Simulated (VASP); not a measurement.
Input for VASP

### INCAR
```
IBRION = 2   # conjugate gradients
PREC = Accurate
ENCUT = 300   # plane-wave cut-off (eV)
SYSTEM = CuI
LREAL = .False.
ALGO = Normal   # blocked Davidson
NSW = 50   # most ionic steps
LWAVE = .False.
GGA = PE   # PBE
ISMEAR = -1
LASPH = .True.   # aspherical one-centre terms
EDIFF = 1E-6   # SCF stop (eV)
EDIFFG = -0.01   # ionic stop
NELM = 100
LMAXMIX = 4   # l cut-off of mixed one-centre charges
ISIF = 3
SIGMA = 0.01   # width (eV)
LCHARG = .False.
```

File KPOINTS:
```
Automatic mesh
0
Gamma
5 5 5
0 0 0
```

File POSCAR:
```
CuI
1
    0.0000000000     3.0250000000     3.0250000000
    3.0250000000     0.0000000000     3.0250000000
    3.0250000000     3.0250000000     0.0000000000
Cu I
1 1
Direct
  0.0000000000   0.0000000000   0.0000000000
  0.2500000000   0.2500000000   0.2500000000
```

POTCAR, in this order: Cu I (PBE.64 set). Program: vasp_std.

Question: Translate this PBE calculation to Quantum ESPRESSO's pw.x.

Answer: One equivalent input (not run):
```
&CONTROL
  calculation = 'vc-relax'
  pseudo_dir = './pseudo'
  outdir = './out'
  tprnfor = .true.
  tstress = .true.
  nstep = 50
  forc_conv_thr = 0.00039
/
&SYSTEM
  ibrav = 0
  nat = 2
  ntyp = 2
  ecutwfc = 92
  occupations = 'smearing'
  smearing = 'fermi-dirac'
  degauss = 0.000735
  input_dft = 'pbe'
/
&ELECTRONS
  conv_thr = 7.3e-08
  electron_maxstep = 100
/
&IONS
/
&CELL
/
ATOMIC_SPECIES
  Cu 63.546 Cu.upf
  I 126.904 I.upf
CELL_PARAMETERS angstrom
     0.0000000    3.0250000    3.0250000
     3.0250000    0.0000000    3.0250000
     3.0250000    3.0250000    0.0000000
ATOMIC_POSITIONS crystal
  Cu   0.0000000  0.0000000  0.0000000
  I    0.2500000  0.2500000  0.2500000
K_POINTS automatic
  5 5 5 0 0 0
```
The two are equivalent in intent, not identical: the potentials are each code's own (VASP's PAW set, PseudoDojo norm-conserving files in pw.x), so ENCUT and ecutwfc are chosen apart and not converted; conv_thr bounds pw.x's estimated SCF error, while EDIFF bounds the energy change between steps; forc_conv_thr acts on force components and is met together with etot_conv_thr.

The structure is a typed CuI crystal. This run relaxes it. Symmetry was kept, so distortions that lower it aren't found. The run is one of a series of settings (EDIFFG = -0.01, IBRION = 2, ISIF = 3, NSW = 50 against the base run), some of them coarse on purpose.
